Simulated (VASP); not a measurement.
Input:

```xyz
1
Lattice="0.0000 2.3991 2.3991 2.3991 0.0000 2.3991 2.3991 2.3991 0.0000" Properties=species:S:1:pos:R:3 pbc="T T T"
Lu     0.0000     0.0000     0.0000
```

Calculation: PBEsol GGA, VASP's PBE PAW potentials (set 64) (plane waves; VASP). Run with 400 eV cut-off, Gaussian smearing of 0.050 eV, potentials Lu_3.

Problem. Estimate the band gap (along the path) with the smallest direct gap where there is one.

Solution. 
The band gap (along the path) is none (metal, semimetal or under 0.01 eV).

The absolute energy has meaning only against runs of the same code, potentials and settings.

The structure was generated: Lu was put into the fcc type (Fm-3m), which need not be its known phase. It was relaxed first, which changed the volume by -7 %.
